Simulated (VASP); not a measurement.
```
CELL_PARAMETERS angstrom
      4.68257     0.00000     0.00000
     -2.34128     4.05522     0.00000
      0.00000     0.00000    20.09505
ATOMIC_POSITIONS crystal
  Ca 0.66667 0.33333 0.41927
  Ca 0.66667 0.33333 0.58073
  Se 0.33333 0.66667 0.34835
  Se 0.33333 0.66667 0.65165
```

These are PBE GGA, VASP's PBE PAW potentials (set 64) (plane waves; VASP) values and carry that method's errors. Settings: 300 eV cut-off, 5×5×1 Γ-centred mesh, Gaussian smearing of 0.10 eV, potentials Ca_sv Se.

The cell holds a wide vacuum, so values per volume refer to the whole cell.

Task: What does the run give for the energy per atom (σ→0)?

Result: 
The energy per atom (σ→0) is -3.441 eV/atom.

The absolute energy has meaning only against runs of the same code, potentials and settings.

The cell is a sheet with vacuum, built from a generated structure.
